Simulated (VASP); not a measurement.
## GeSb (space group Fm-3m): computed properties

Method: PBEsol GGA, VASP's PBE PAW potentials (set 64) (plane waves; VASP 6.6.1).

For GeSb, the space group comes out as Fm-3m (225). The cell is a = 5.7301 Å, b = 5.7301 Å, c = 5.7301 Å, α = 90.00°, β = 90.00°, γ = 90.00° and the volume per atom comes out as 23.52 Å³/atom. The band gap (over mesh and band path) is none (metal, semimetal or under 0.01 eV) and the band gap with spin-orbit coupling is none (metallic). The density is 6.86 g/cm³.

```
CELL_PARAMETERS angstrom
      0.00000     2.86507     2.86507
      2.86507     0.00000     2.86507
      2.86507     2.86507     0.00000
ATOMIC_POSITIONS crystal
  Ge 0.00000 0.00000 0.00000
  Sb 0.50000 0.50000 0.50000
```

Unless said otherwise, spin-orbit coupling is left out, though it shifts the bands of the heavy elements here.

The structure comes from a computed database's GeSb entry (Fm-3m); how it stands against other phases isn't given here. It was relaxed first. Symmetry was kept, so distortions that lower it aren't found. The electron count is odd and the run is not spin-polarised, which forces a metal.
